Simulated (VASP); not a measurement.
Given:

```yaml
crystal:
  lattice:
    - [0.00000, 3.12723, 3.12723]
    - [3.12723, 0.00000, 3.12723]
    - [3.12723, 3.12723, 0.00000]
  atoms:
    - { symbol: K, position: [0.00000, 0.00000, 0.00000] }
    - { symbol: Cl, position: [0.50000, 0.50000, 0.50000] }
```

Computed with optB86b-vdW, VASP's PBE PAW potentials (set 64) (plane waves; VASP). Settings: 520 eV cut-off, 7×7×7 Γ-centred mesh, Gaussian smearing of 0.050 eV, potentials K_sv Cl.

Estimate the energy per atom (σ→0), band gap (on the k-mesh) with the smallest direct gap where there is one.

```yaml
band gap (on the k-mesh): 5.18 eV
smallest direct gap (on the k-mesh): 5.18 eV
energy per atom (σ→0): -1.527 eV/atom
```

The absolute energy has meaning only against runs of the same code, potentials and settings.

The compound is KCl in the rock salt structure. It was relaxed first.
